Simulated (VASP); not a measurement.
```
Cu
1.0
    0.00000     1.75540     1.75540
    1.75540     0.00000     1.75540
    1.75540     1.75540     0.00000
Cu
1
Direct
  0.00000   0.00000   0.00000
```

All values below come from TPSS meta-GGA, VASP's PBE PAW potentials (set 64) (plane waves; VASP 6.6.1). Run with 520 eV cut-off, 17×17×17 Γ-centred mesh, first-order Methfessel-Paxton smearing of 0.10 eV, potentials Cu.

Problem. Give the stress tensor in GPa (positive for a compressed cell).

Solution. 
```
11.01   0.00   0.00
 0.00  11.01   0.00
 0.00   0.00  11.01
```
The pressure is its mean diagonal, 11.01 GPa.

The compound is Cu in the fcc structure. This cell is one point of a volume scan, at 0.94 of the reference volume.
